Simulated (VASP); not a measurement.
Input:

```xyz
6
Lattice="1.6334 -2.8291 0.0000 1.6334 2.8291 0.0000 0.0000 0.0000 14.4300" Properties=species:S:1:pos:R:3 pbc="T T T"
W      1.6334     0.9430     3.6075
W      1.6334    -0.9430    10.8225
Se     1.6334     0.9430    12.4954
Se     1.6334    -0.9430     5.2804
Se     1.6334    -0.9430     1.9346
Se     1.6334     0.9430     9.1496
```

Calculation: AM05 GGA, VASP's PBE PAW potentials (set 64) (plane waves; VASP). Run with 520 eV cut-off, 9×9×2 Γ-centred mesh, tetrahedra with Blöchl corrections, potentials W_sv Se.

The cores are frozen, which limits the accuracy of field gradients. Without a dispersion term in the relaxation, distances and binding between the weakly bound layers, chains or molecules are unreliable, and so is what depends on them.

Give the principal components of the electric field gradient (V/Å²) and the asymmetry η at each nucleus.

```
atom   Vxx   Vyy     Vzz     η
----  ----  ----  ------  ----
W1    74.2  74.2  -148.5  0.00
W2    74.2  74.2  -148.5  0.00
Se3   41.1  41.1   -82.2  0.00
Se4   41.1  41.1   -82.2  0.00
Se5   41.1  41.1   -82.2  0.00
Se6   41.1  41.1   -82.2  0.00
```

The compound is WSe2 in the 2H layered structure. It was relaxed first, which changed the volume by +10 %.
